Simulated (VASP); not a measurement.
Given:

```
EuS
1.0
    0.00000     2.93801     2.93801
    2.93801     0.00000     2.93801
    2.93801     2.93801     0.00000
Eu S
1 1
Direct
  0.00000   0.00000   0.00000
  0.50000   0.50000   0.50000
```

Calculation: Hartree-Fock, VASP's PBE PAW potentials (set 64) (plane waves; VASP 6.6.1). Numerical set-up: 520 eV cut-off, 6×6×6 Γ-centred mesh, Gaussian smearing of 0.050 eV, potentials Eu_2 S.

The 4f electrons are frozen in the core of the lanthanide potential, so 4f levels, which can set the real gap, and their magnetism are missing.

**Question.** Predict the energy per atom (σ→0), pressure, band gap (over the mesh, the named points and PBE's band edges) with the smallest direct gap where there is one.

**Answer.** 
```yaml
band gap (over the mesh, the named points and PBE's band edges): 8.82 eV
smallest direct gap (over the mesh, the named points and PBE's band edges): 9.52 eV
energy per atom (σ→0): -8210 meV/atom
pressure: 3.90 GPa
```

The compound is EuS in the rock salt structure. It was relaxed first.
